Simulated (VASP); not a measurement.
Here is the system:

```
CdF2
1.0
    0.00000     2.74890     2.74890
    2.74890     0.00000     2.74890
    2.74890     2.74890     0.00000
Cd F
1 2
Direct
  0.00000   0.00000   0.00000
  0.25000   0.25000   0.25000
  0.75000   0.75000   0.75000
```

Level of theory: PBE GGA with D3 dispersion (Becke-Johnson damping), VASP's PBE PAW potentials (set 64) (plane waves; VASP). Numerical set-up: 520 eV cut-off, 6×6×6 Γ-centred mesh, Gaussian smearing of 0.050 eV, potentials Cd F.

**Question.** Give the stress tensor in GPa (positive for a compressed cell).

**Answer.** 
```
-2.16   0.00   0.00
 0.00  -2.16   0.00
 0.00   0.00  -2.16
```
The pressure is its mean diagonal, -2.16 GPa.

The compound is CdF2 in the fluorite structure. The cell was not relaxed at this level. The run is one of a series of settings (IVDW = 12 against the base run), some of them coarse on purpose.
